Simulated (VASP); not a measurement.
# PdC18 in VASP: notebook

Runs on PdC18. Level: PBE. Tasks: single point.

Everything below comes from runs of VASP 6.6.1. Logs are shortened: lines on timing, memory, paths and dates and some standing lists are left out, and cuts for length are marked.

## (1) The slab as given

The cell holds a slab with vacuum, 19 atoms: a = 7.398 Å, b = 7.398 Å, c = 12.000 Å, α = 90.00°, β = 90.00°, γ = 120.00°.

The cell was built by a generator and needn't be a form met in nature.

## (2) Single point, PBE

Input file INCAR:

```
SYSTEM = PdC18
PREC = Accurate
ENCUT = 520
EDIFF = 1E-6
ISMEAR = -1
SIGMA = 0.05
LREAL = Auto
LASPH = .TRUE.
NELM = 100
ALGO = Fast
ISIF = 2
LWAVE = .FALSE.
LCHARG = .FALSE.
GGA = PE
NBANDS = 56
```

Input file KPOINTS:

```
Automatic mesh
0
G
  2 2 1
  0 0 0
```

Input file POSCAR:

```
PdC18
1.0
    7.3980000000      0.0000000000      0.0000000000
   -3.6990000000      6.4068560000      0.0000000000
    0.0000000000      0.0000000000     12.0000000000
C Pd
18 1
Direct
    0.0030592733      0.0010412283      0.0825467500
    0.2246103022      0.1123863249      0.0818740000
    0.0030924283      0.3355592821      0.0824908333
    0.2245886054      0.4458555023      0.0818467500
    0.0024647527      0.6679770858      0.0791050833
    0.2244688750      0.7790356143      0.0804869167
    0.3348856464      0.0010583974      0.0824911667
    0.5568148193      0.1136293683      0.0867950000
    0.3358013235      0.3346399544      0.0824169167
    0.5580565148      0.4458334946      0.0818741667
    0.3348819663      0.6673476039      0.0824905000
    0.5568383843      0.7768343787      0.0868916667
    0.6691195492      0.0013215530      0.0898420833
    0.8936078054      0.1136051755      0.0868920000
    0.6693821721      0.3355542875      0.0824900833
    0.8914079872      0.4459741252      0.0804841667
    0.6693984177      0.6673813178      0.0825449167
    0.8913854204      0.7790590268      0.0804769167
    0.6687898176      0.0016699298      0.2634597500
```

Potentials or basis: VASP PAW PBE potentials, release 64 (C, Pd).

Started as:

```bash
$ cat potpaw_PBE.64/C/POTCAR potpaw_PBE.64/Pd/POTCAR > POTCAR
$ mpirun -np 1 vasp_std > vasp.out
```

OUTCAR:

```text
SYSTEM = PdC18
   PREC = Accurate
   ENCUT = 520
   EDIFF = 1E-6
   ISMEAR = -1
   LREAL = Auto
   LASPH = .TRUE.
   NELM = 100
   ISIF = 2
   GGA = PE

 ion  position               nearest neighbor table
   1  0.003  0.001  0.083-   2 1.42  18 1.42  14 1.42
   2  0.225  0.112  0.082-   1 1.42   7 1.42   9 1.42
   3  0.003  0.336  0.082-   4 1.42  14 1.42  16 1.42
   4  0.225  0.446  0.082-  11 1.42   3 1.42   9 1.43
   5  0.002  0.668  0.079-  16 1.42   6 1.42  18 1.42
   6  0.224  0.779  0.080-   5 1.42   7 1.42  11 1.42
   7  0.335  0.001  0.082-   2 1.42   6 1.42   8 1.42
   8  0.557  0.114  0.087-  15 1.42   7 1.42  13 1.44  19 2.56
   9  0.336  0.335  0.082-   2 1.42  10 1.42   4 1.43
  10  0.558  0.446  0.082-  17 1.42  15 1.42   9 1.42
  11  0.335  0.667  0.082-   4 1.42  12 1.42   6 1.42
  12  0.557  0.777  0.087-  11 1.42  17 1.42  13 1.44  19 2.56
  13  0.669  0.001  0.090-  12 1.44  14 1.44   8 1.44  19 2.08
  14  0.894  0.114  0.087-   3 1.42   1 1.42  13 1.44  19 2.56
  15  0.669  0.336  0.082-  10 1.42  16 1.42   8 1.42
  16  0.891  0.446  0.080-   5 1.42  15 1.42   3 1.42
  17  0.669  0.667  0.083-  10 1.42  18 1.42  12 1.42
  18  0.891  0.779  0.080-   1 1.42  17 1.42   5 1.42
  19  0.669  0.002  0.263-  13 2.08   8 2.56  14 2.56  12 2.56

  LATTYP: Found a hexagonal cell.
 ALAT       =     7.3980000000
 C/A-ratio  =     1.6220600162

  Lattice vectors:

 A1 = (   7.3980000000,   0.0000000000,   0.0000000000)
 A2 = (  -3.6990000000,   6.4068560000,   0.0000000000)
 A3 = (   0.0000000000,   0.0000000000,  12.0000000000)

Analysis of symmetry for initial positions (statically):
=====================================================================
 Subroutine PRICEL returns:
 Original cell was already a primitive cell.

 Routine SETGRP: Setting up the symmetry group for a
 hexagonal supercell.

 Subroutine GETGRP returns: Found  1 space group operations
 (whereof  1 operations were pure point group operations)
 out of a pool of 24 trial point group operations.

The static configuration has the point symmetry C_1 .

Analysis of symmetry for dynamics (positions and initial velocities):
=====================================================================
 Subroutine PRICEL returns:
 Original cell was already a primitive cell.

 Routine SETGRP: Setting up the symmetry group for a
 hexagonal supercell.

 Subroutine GETGRP returns: Found  1 space group operations
 (whereof  1 operations were pure point group operations)
 out of a pool of 24 trial point group operations.

The dynamic configuration has the point symmetry C_1 .

 Subroutine INISYM returns: Found  1 space group operations
 (whereof  1 operations are pure point group operations),
 and found     1 'primitive' translations

----------------------------------------------------------------------------------------

                                     Primitive cell

  volume of cell :     568.7750

  direct lattice vectors                    reciprocal lattice vectors
     7.398000000  0.000000000  0.000000000     0.135171668  0.078041398  0.000000000
    -3.699000000  6.406856000  0.000000000     0.000000000  0.156082796  0.000000000
     0.000000000  0.000000000 12.000000000     0.000000000  0.000000000  0.083333333

  length of vectors
     7.398000000  7.398000054 12.000000000     0.156082797  0.156082796  0.083333333

  position of ions in fractional coordinates (direct lattice)
     0.003059273  0.001041228  0.082546750
     0.224610302  0.112386325  0.081874000
     0.003092428  0.335559282  0.082490833
     0.224588605  0.445855502  0.081846750
     0.002464753  0.667977086  0.079105083
     0.224468875  0.779035614  0.080486917
[... 11 lines left out ...]
     0.891385420  0.779059027  0.080476917
     0.668789818  0.001669930  0.263459750

  ion indices of the primitive-cell ions
   primitive index   ion index
                 1           1
                 2           2
                 3           3
                 4           4
                 5           5
                 6           6
[... 11 lines left out ...]
                18          18
                19          19

----------------------------------------------------------------------------------------

 KPOINTS: Automatic mesh

Automatic generation of k-mesh.
 Grid dimensions read from file:
 generate k-points for:    2    2    1

 Generating k-lattice:

  Cartesian coordinates                     Fractional coordinates (reciprocal lattice)
     0.067585834  0.039020699  0.000000000     0.500000000  0.000000000  0.000000000
     0.000000000  0.078041398  0.000000000     0.000000000  0.500000000  0.000000000
     0.000000000  0.000000000  0.083333333     0.000000000  0.000000000  1.000000000

  Length of vectors
     0.078041399  0.078041398  0.083333333

  Shift w.r.t. Gamma in fractional coordinates (k-lattice)
     0.000000000  0.000000000  0.000000000

 Subroutine IBZKPT returns following result:
[... 40 lines left out ...]
   NUPDOWN=      -1.0000    fix difference up-down
   EMIN   =  10.00;   EMAX   =-10.00  energy-range for DOS
   EFERMI =   0.00;   METHOD = LEGACY
   ISMEAR =    -1;   SIGMA  =   0.05  broadening in eV -4-tet -1-fermi 0-gaus
   EFERMI_NEDOS =   21; number of points for ismear=-14 and -15
   IALGO  =     68    algorithm
   IMIX   =      4    mixing-type and parameters
     AMIX     =   0.40;   BMIX     =  1.00
     AMIX_MAG =   1.60;   BMIX_MAG =  1.00
  volume/ion in A,a.u.               =      29.94       202.01
  Fermi-wavevector in a.u.,A,eV,Ry     =   0.858419  1.622176 10.025902  0.736883
  Thomas-Fermi vector in A             =   1.975621
   LORBIT       =      0    0 simple, 1 ext, 2 COOP (PROOUT), +10 PAW based schemes
   GGA     = PE    functional components
   LHFCALC =     F    Hartree Fock is set to
   AEXX    =    0.0000 exact exchange contribution
   IVDW    =     0    specifies the selected vdW correction
   LEPSILON=     F    determine dielectric tensor
   LRPA    =     F    only Hartree local field effects (RPA)
 non-spin polarized calculation
 RMM-DIIS sequential band-by-band and
  energy-cutoff  :      520.00
  volume of cell :      568.78
 maximum number of plane-waves:     15363
 NGX is ok and might be reduce to    56
   NGX = 27   NGY = 27   NGZ = 45

 number of electron      82.0000001 magnetization

 Free energy of the ion-electron system (eV)
  ---------------------------------------------------
  ext. energy  EPLUGINS =         0.00000000
  ---------------------------------------------------
  free energy    TOTEN  =      -168.24676212 eV

  energy without entropy =     -168.18990426  energy(sigma->0) =     -168.21833319

 E-fermi :  -0.9315     XC(G=0):  -4.1276

 val. band max:       -1.0442433221   @ k =   0.0000   0.0000   0.0000
 cond. band min:      -0.9093565042   @ k =   0.0000   0.0000   0.0000
 fundamental gap:      0.1348868179
 Fermi energy:        -0.9315428820

 k-point     1 :       0.0000    0.0000    0.0000
  band No.  band energies     occupation
      1     -20.6535      2.00000
      2     -18.2541      2.00000
      3     -18.0644      2.00000
      4     -18.0630      2.00000
      5     -18.0019      2.00000
      6     -17.9972      2.00000
[... 45 lines left out ...]
     52       6.4999      0.00000
     53       6.5505      0.00000

 k-point     2 :       0.5000    0.0000    0.0000
  band No.  band energies     occupation
      1     -20.0550      2.00000
      2     -19.9430      2.00000
      3     -18.7305      2.00000
      4     -18.6688      2.00000
      5     -16.2942      2.00000
      6     -16.2137      2.00000
[... 45 lines left out ...]
     52       5.1843      0.00000
     53       5.3075      0.00000

 k-point     3 :       0.0000    0.5000    0.0000
  band No.  band energies     occupation
      1     -20.0551      2.00000
      2     -19.9430      2.00000
      3     -18.7305      2.00000
      4     -18.6688      2.00000
      5     -16.2942      2.00000
      6     -16.2137      2.00000
[... 45 lines left out ...]
     52       3.9378      0.00000
     53       5.1827      0.00000

 k-point     4 :       0.5000    0.5000    0.0000
  band No.  band energies     occupation
      1     -20.0548      2.00000
      2     -19.9431      2.00000
      3     -18.7314      2.00000
      4     -18.6681      2.00000
      5     -16.2948      2.00000
      6     -16.2129      2.00000
[... 45 lines left out ...]
     52       3.9406      0.00000
     53       5.1805      0.00000
 [bands above 53 left out]

------------------------ aborting loop because EDIFF is reached ----------------------------------------

  FORCE on cell =-STRESS in cart. coord.  units (eV):
  Direction    XX          YY          ZZ          XY          YZ          ZX
  --------------------------------------------------------------------------------------
  -------------------------------------------------------------------------------------
  Total        4.4259759      4.3572678     -0.0821136     -0.0181102     -0.0027605      0.0006167
  in kB       12.4674918     12.2739487     -0.2313050     -0.0510144     -0.0077759      0.0017371
  external PRESSURE =       8.1700451 kB  Pullay stress =       0.0000000 kB

 VOLUME and BASIS-vectors are now :
 -----------------------------------------------------------------------------
  energy-cutoff  :      520.00
  volume of cell :      568.78
      direct lattice vectors                 reciprocal lattice vectors
     7.398000000  0.000000000  0.000000000     0.135171668  0.078041398  0.000000000
    -3.699000000  6.406856000  0.000000000     0.000000000  0.156082796  0.000000000
     0.000000000  0.000000000 12.000000000     0.000000000  0.000000000  0.083333333

 POSITION                                       TOTAL-FORCE (eV/Angst)
 -----------------------------------------------------------------------------------
      0.01878      0.00667      0.99056        -0.008248      0.003745     -0.004464
      1.24595      0.72004      0.98249         0.010735     -0.009233      0.002959
     -1.21836      2.14988      0.98989        -0.016074      0.007214     -0.000188
      0.01229      2.85653      0.98216         0.017641     -0.002661      0.002072
     -2.45261      4.27963      0.94926        -0.017161      0.007907     -0.002856
     -1.22103      4.99117      0.96584         0.022086     -0.010787     -0.003373
[... 11 lines left out ...]
      3.71273      4.99132      0.96572         0.017319     -0.007753      0.005597
      4.94153      0.01070      3.16152         0.002203     -0.000140      0.019962
 -----------------------------------------------------------------------------------
    total drift:                               -0.019498     -0.001800      0.023239

  FREE ENERGIE OF THE ION-ELECTRON SYSTEM (eV)
  ---------------------------------------------------
  free  energy   TOTEN  =      -168.2467621159 eV

  energy  without entropy=     -168.1899042576  energy(sigma->0) =     -168.21833319
```

It took 5.4 min on 1 thread of Intel Xeon Platinum 8175M at 2.50GHz (Skylake/Cascade Lake), shared host; peak memory 0.6 GiB.

What came out:

- Free energy: -168.2468 eV
- Largest force: 0.031 eV/Å
- Band gap on the k mesh: none (metal or under the smearing width)

Forces on the atoms (eV/Å):
```
C   -0.008  0.004 -0.004
C    0.011 -0.009  0.003
C   -0.016  0.007  0.000
C    0.018 -0.003  0.002
C   -0.017  0.008 -0.003
C    0.022 -0.011 -0.003
C   -0.007 -0.001 -0.001
C    0.018 -0.014  0.007
C   -0.021  0.017 -0.001
C    0.011  0.001  0.007
C   -0.004  0.011 -0.001
C    0.008 -0.009  0.005
C   -0.015  0.001 -0.028
C    0.002 -0.008  0.000
C   -0.012  0.015 -0.005
C    0.009 -0.006  0.004
C   -0.017  0.005 -0.006
C    0.017 -0.008  0.006
Pd   0.002  0.000  0.020
```

Caveat: the k mesh is coarse (spacing up to 0.49 Å⁻¹), so the values aren't converged.

## (3) Single point, PBE

Input file INCAR:

```
SYSTEM = PdC18
PREC = Accurate ; ENCUT = 520
EDIFF = 1E-6 ; ISMEAR = -1
SIGMA = 0.05 ; LREAL = Auto
LASPH = .True. ; NELM = 100
ALGO = Fast ; ISIF = 2
LWAVE = .False. ; LCHARG = .False.
GGA = PE ; NBANDS = 56
```

Input file KPOINTS:

```
regular mesh
0
Gamma
  2 2 1
  0 0 0
```

Input file POSCAR:

```
PdC18
1.0
    7.3980000000      0.0000000000      0.0000000000
   -3.6990000000      6.4068560000      0.0000000000
    0.0000000000      0.0000000000     12.0000000000
C Pd
18 1
Direct
    0.0022041588     -0.0002313147      0.0829541667
    0.2235482483      0.1115860884      0.0816441667
    0.0024018898      0.3346358963      0.0835747500
    0.2235071256      0.4450477738      0.0827147500
    0.0017102055      0.6668437686      0.0792335833
    0.2234828999      0.7781593655      0.0808040833
    0.3343497260      0.0001841777      0.0813996667
    0.5555896168      0.1129653921      0.0844565000
    0.3349791324      0.3335743772      0.0825865833
    0.5569681965      0.4450064119      0.0816446667
    0.3339179473      0.6661513853      0.0835741667
    0.5558799088      0.7762183199      0.0883918333
    0.6678503028      0.0007033091      0.0900537500
    0.8923359741      0.1126749220      0.0883921667
    0.6683692002      0.3342033909      0.0813988333
    0.8903953058      0.4450714984      0.0808021667
    0.6687842734      0.6663492983      0.0829532500
    0.8904068564      0.7781481276      0.0802125833
    0.6814978059     -0.0129289623      0.2632081667
```

Potentials or basis: VASP PAW PBE potentials, release 64 (C, Pd).

Started as:

```bash
$ cat potpaw_PBE.64/C/POTCAR potpaw_PBE.64/Pd/POTCAR > POTCAR
$ mpirun -np 1 vasp_std > vasp.out
```

Wall time 5.2 min (1 thread of Intel Xeon Platinum 8175M at 2.50GHz (Skylake/Cascade Lake), shared host); peak memory 0.61 GiB.

It converged, with:

```
Free energy            : -168.2534 eV
Largest force          : 0.058 eV/Å
Band gap on the k mesh : 0.09 eV, direct
```

Forces on the atoms (eV/Å):
```
C    0.011 -0.001 -0.004
C   -0.003  0.002  0.002
C   -0.004  0.009  0.000
C   -0.010  0.013  0.000
C    0.009 -0.004  0.000
C   -0.001 -0.010  0.002
C    0.006  0.006  0.000
C   -0.009 -0.005 -0.015
C    0.000  0.007 -0.002
C   -0.007  0.000  0.002
C   -0.006 -0.002  0.000
C   -0.003 -0.003  0.016
C   -0.011  0.003 -0.028
C   -0.008 -0.002  0.014
C   -0.005 -0.004 -0.006
C    0.003  0.006  0.005
C   -0.002  0.005 -0.005
C   -0.005  0.007 -0.002
Pd   0.045 -0.027  0.024
```

Levels at points of the mesh, in eV from the valence-band top:
| k point | band 38 | band 39 | band 40 | band 41 | band 42 | band 43 | band 44 | band 45 |
| --- | --- | --- | --- | --- | --- | --- | --- | --- |
| (0.00, 0.00, 0.00) | -1.49 | -1.48 | -0.09 | 0.00 | 0.09 | 0.11 | 0.84 | 3.38 |
| (0.50, 0.00, 0.00) | -1.55 | -1.43 | -1.27 | -1.17 | 0.87 | 1.58 | 2.34 | 2.38 |
| (0.00, 0.50, 0.00) | -1.55 | -1.43 | -1.27 | -1.17 | 0.87 | 1.58 | 2.34 | 2.38 |
| (0.50, 0.50, 0.00) | -1.53 | -1.49 | -1.24 | -1.18 | 0.89 | 1.60 | 2.35 | 2.39 |

Caveat: the k mesh is coarse (spacing up to 0.49 Å⁻¹), so the values aren't converged. PBE gaps usually lie below the measured ones, often by a third to a half.

## (4) Single point, PBE

Input file INCAR:

```
SYSTEM = PdC18
ALGO = Fast
EDIFF = 1E-6
ENCUT = 520
GGA = PE
ISIF = 2
ISMEAR = -1
LASPH = .True.
LCHARG = .True.
LELF = .True.
LREAL = Auto
LVHAR = .True.
LWAVE = .False.
NBANDS = 56
NELM = 100
PREC = Accurate
SIGMA = 0.05
```

Input file KPOINTS:

```
k-points
0
Gamma
  2 2 1
  0 0 0
```

Input file POSCAR:

```
PdC18
1.0
    7.3980000000      0.0000000000      0.0000000000
   -3.6990000000      6.4068560000      0.0000000000
    0.0000000000      0.0000000000     12.0000000000
C Pd
18 1
Direct
    0.0013830332     -0.0013677535      0.0829835833
    0.2225074981      0.1107679024      0.0814304167
    0.0015221452      0.3336928440      0.0845475000
    0.2224564279      0.4442102335      0.0835252500
    0.0008276151      0.6658390637      0.0793630000
    0.2225631605      0.7774001788      0.0812267500
    0.3336563956     -0.0007112693      0.0809010000
    0.5545234528      0.1121431479      0.0833261667
    0.3340176415      0.3326489623      0.0827140000
    0.5558986595      0.4441590384      0.0814304167
    0.3329739207      0.6651446513      0.0845475000
    0.5548902208      0.7754803604      0.0894301667
    0.6666360044      0.0000305922      0.0903692500
    0.8911864434      0.1117765094      0.0894301667
    0.6673779504      0.3330102940      0.0809010000
    0.8892665242      0.4441034729      0.0812267500
    0.6680344562      0.6652835650      0.0829835833
    0.8895033582      0.7771632451      0.0797854167
    0.6944788502     -0.0278122374      0.2623780833
```

Started as:

```bash
$ cat potpaw_PBE.64/C/POTCAR potpaw_PBE.64/Pd/POTCAR > POTCAR
$ mpirun -np 1 vasp_std > vasp.out
```

Wall time 4.3 min (1 thread of Intel Xeon Platinum 8175M at 2.50GHz (Skylake/Cascade Lake), shared host); peak memory 0.6 GiB.

It converged, with:

- Free energy: -168.2604 eV
- Largest force: 0.023 eV/Å
- Band gap on the k mesh: 0.15 eV, direct

Forces on the atoms (eV/Å):
```
C    0.013  0.015  0.001
C   -0.015 -0.007  0.004
C    0.002  0.000 -0.001
C   -0.004  0.002  0.000
C    0.004 -0.002 -0.001
C    0.005 -0.013  0.004
C    0.001 -0.003 -0.004
C   -0.005  0.003  0.001
C   -0.003  0.002 -0.001
C   -0.001  0.016  0.004
C    0.002 -0.002 -0.001
C   -0.006 -0.002  0.002
C   -0.007  0.004 -0.021
C   -0.001  0.006  0.002
C    0.003  0.000 -0.004
C    0.014  0.002  0.004
C   -0.007 -0.019  0.001
C    0.000  0.000 -0.011
Pd   0.005 -0.003  0.020
```

Levels at points of the mesh, in eV from the valence-band top:
| k point | band 38 | band 39 | band 40 | band 41 | band 42 | band 43 | band 44 | band 45 |
| --- | --- | --- | --- | --- | --- | --- | --- | --- |
| (0.00, 0.00, 0.00) | -1.50 | -1.48 | -0.07 | 0.00 | 0.15 | 0.16 | 0.87 | 3.41 |
| (0.50, 0.00, 0.00) | -1.55 | -1.42 | -1.27 | -1.11 | 0.90 | 1.60 | 2.35 | 2.40 |
| (0.50, 0.50, 0.00) | -1.53 | -1.51 | -1.21 | -1.14 | 0.93 | 1.63 | 2.38 | 2.43 |

Caveat: the k mesh is coarse (spacing up to 0.49 Å⁻¹), so the values aren't converged. Expect the measured gap to be larger: semilocal functionals such as PBE lack the derivative discontinuity.
